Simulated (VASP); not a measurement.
```
LiCl
1.0
    0.00000     2.54580     2.54580
    2.54580     0.00000     2.54580
    2.54580     2.54580     0.00000
Li Cl
1 1
Direct
  0.00000   0.00000   0.00000
  0.50000   0.50000   0.50000
```

These are r2SCAN meta-GGA, VASP's PBE PAW potentials (set 64) (plane waves; VASP) values and carry that method's errors. Settings: 520 eV cut-off, 8×8×8 Γ-centred mesh, Gaussian smearing of 0.050 eV, potentials Li_sv Cl.

Problem. Estimate the energy per atom (σ→0), band gap (on the k-mesh) with the smallest direct gap where there is one.

Solution. 
| Quantity | Result |
|---|---|
| band gap (on the k-mesh) | 7.44 eV |
| smallest direct gap (on the k-mesh) | 7.44 eV |
| energy per atom (σ→0) | -6.294 eV/atom |

The absolute energy has meaning only against runs of the same code, potentials and settings.

The compound is LiCl in the rock salt structure. It was relaxed first. The start is the result of an earlier pass.
